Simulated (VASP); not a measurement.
VASP ran on this input.

**INCAR**
```
LMAXMIX = 4
NELM = 100
PREC = Accurate
SYSTEM = ZnSiP2
ALGO = Normal   # blocked Davidson
LEFG = .True.
NEDOS = 601   # DOS grid
LASPH = .True.
EDIFF = 1E-7
ISIF = 2   # forces and stress, cell fixed
LWAVE = .False.
LORBIT = 11
LREAL = .False.   # projection in real space or not
GGA = PE
ISMEAR = -5
LCHARG = .True.
ENCUT = 400   # plane-wave cut-off (eV)
```

KPOINTS:
```
Automatic
0
G
 7 7 7
```

**POSCAR**
```
ZnSiP2
5.2566140
 -0.5158075551   0.5158075551   1.0000000924
  0.5158075551  -0.5158075551   1.0000000924
  0.5158075551   0.5158075551  -1.0000000924
Zn Si P
2 2 4
Direct
  0.0000000000   1.0000000000   0.0000000000
  0.7500000000   0.2500000000   0.5000000000
  0.5000000000   0.5000000000   0.0000000000
  0.2500000000   0.7500000000   0.5000000000
  0.8750000000   0.8569161584   0.4819161584
  0.1430838416   0.6250000000   0.0180838416
  0.3750000000   0.3930838416   0.5180838416
  0.6069161584   0.1250000000   0.9819161584
```

POTCAR, in this order: Zn Si P (PBE.64 set). Program: vasp_std.

Task: Translate this PBE calculation to Ansatz.

Result: One equivalent input (not run):
Ansatz 0.2 input:
```yaml
crystal:
  lattice:
    - [-2.7114012, 2.7114012, 5.2566145]
    - [2.7114012, -2.7114012, 5.2566145]
    - [2.7114012, 2.7114012, -5.2566145]
  atoms:
    - { symbol: Zn, position: [0.0000000, 1.0000000, 0.0000000] }
    - { symbol: Zn, position: [0.7500000, 0.2500000, 0.5000000] }
    - { symbol: Si, position: [0.5000000, 0.5000000, 0.0000000] }
    - { symbol: Si, position: [0.2500000, 0.7500000, 0.5000000] }
    - { symbol: P, position: [0.8750000, 0.8569162, 0.4819162] }
    - { symbol: P, position: [0.1430838, 0.6250000, 0.0180838] }
    - { symbol: P, position: [0.3750000, 0.3930838, 0.5180838] }
    - { symbol: P, position: [0.6069162, 0.1250000, 0.9819162] }
kpoints:
  mp_grid: { grid: [7, 7, 7] }
hamiltonian:
  xc: pbe
  pseudopotentials: { kind: paw }
scf:
  occupations: { method: tetrahedron }
  max_iter: 100
output: { forces: true, stress: true, eigenvalues: true }
```
The two are equivalent in intent, not identical: each code has its own PAW files, so the cut-off isn't converted (ENCUT is set for VASP's; basis.ecutwfc is left out, and Ansatz then takes the one that its files recommend); Ansatz stops its SCF on the density residual and VASP on the energy change (EDIFF); the field gradients of LEFG aren't asked of the other code.

The compound is ZnSiP2 in the chalcopyrite structure. It was relaxed first.
